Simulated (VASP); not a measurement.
**ScAl (relaxed from the NiAs type structure, space group P6_3/mmc): computed properties**

Calculation: r2SCAN meta-GGA, VASP's PBE PAW potentials (set 64) (plane waves; VASP).

- space group = P6_3/mmc (194)
- cell = a = b = 3.2472 Å, c = 9.2496 Å, α = β = 90.00°, γ = 120.00°
- volume per atom = 21.12 Å^3/atom
- band gap (over mesh and band path) = none (metal, semimetal or under 0.01 eV)
- density = 2.83 g/cm³

AlSc has the hexagonal space group P6₃/mmc (No. 194), the NiAs type structure, Pearson symbol hP4. Cell: a = 3.247 Å, b = 3.247 Å, c = 9.250 Å, α = 90.00°, β = 90.00°, γ = 120.00°. Sc on 2a is coordinated by 6 Al at 2.977 Å and 6 Sc at 3.247 Å (cuboctahedral). Al on 2c sees 6 Sc at 2.977 Å. (Neighbours: up to the widest gap in distance over summed covalent radii, below 1.35, at either atom.)

The structure was generated: ScAl was put into the NiAs type type (P6_3/mmc), which need not be its known phase. It was relaxed first, which changed the volume by -30 %. Symmetry was kept, so distortions that lower it aren't found.
